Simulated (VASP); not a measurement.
Input of a VASP 6.6.1 run:

File POSCAR:

```
ZrC
1.0
    0.0000000000      2.3555610600      2.3555610600
    2.3555610600      0.0000000000      2.3555610600
    2.3555610600      2.3555610600      0.0000000000
Zr C
1 1
Direct
    0.5000000000      0.5000000000      0.5000000000
    0.0000000000      0.0000000000      0.0000000000
```

The input INCAR.step1:

```
SYSTEM = ZrC
PREC = Accurate
ENCUT = 520
ISMEAR = -1
SIGMA = 0.02
LREAL = .FALSE.
LASPH = .TRUE.
NELM = 60
NBANDS = 15
GGA = PE
ALGO = Normal
EDIFF = 1E-4
LWAVE = .TRUE.
LCHARG = .FALSE.
```

File INCAR.step2:

```
SYSTEM = ZrC
PREC = Accurate
ENCUT = 520
EDIFF = 1E-6
ISMEAR = -1
SIGMA = 0.02
LREAL = .FALSE.
LASPH = .TRUE.
NELM = 60
ALGO = Normal
ISIF = 2
LWAVE = .FALSE.
LCHARG = .TRUE.
METAGGA = R2SCAN
LMIXTAU = .TRUE.
LELF = .TRUE.
LVHAR = .TRUE.
NBANDS = 15
ISTART = 1
```

File KPOINTS:

```
regular mesh
0
G
  8 8 8
  0 0 0
```

Potentials or basis: VASP PAW PBE potentials, release 64 (Zr_sv, C).

Command:

```sh
$ cat potpaw_PBE.64/Zr_sv/POTCAR potpaw_PBE.64/C/POTCAR > POTCAR
$ cp INCAR.step1 INCAR
$ mpirun -np 1 vasp_std > vasp.out
$ cp INCAR.step2 INCAR
$ mpirun -np 1 vasp_std > vasp.out
```

**Question.** What does it give for the pressure?

**Answer.** 0.2 GPa.

**Question.** Estimate the band gap on the k mesh.

**Answer.** None (metal or under the smearing width).

Caveat: the PAW data sets were made with another functional, which shifts forces and pressure a little.
